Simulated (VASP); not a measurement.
Given:

```
CELL_PARAMETERS angstrom
     -2.04290     2.04290     2.04290
      2.04290    -2.04290     2.04290
      2.04290     2.04290    -2.04290
ATOMIC_POSITIONS crystal
  Na 0.00000 0.00000 0.00000
```

Method: PBEsol GGA, VASP's PBE PAW potentials (set 64) (plane waves; VASP). Numerical set-up: 520 eV cut-off, 12×12×12 Γ-centred mesh, first-order Methfessel-Paxton smearing of 0.10 eV, potentials Na_pv.

What does the run give for the energy per atom (σ→0), band gap (on the k-mesh) with the smallest direct gap where there is one?

```
Property                                                    Result
------------------------  ----------------------------------------
band gap (on the k-mesh)  none (metal, semimetal or under 0.01 eV)
energy per atom (σ→0)                               -1.393 eV/atom
```

The compound is Na in the bcc structure. This cell is one point of a volume scan, at 0.94 of the reference volume.
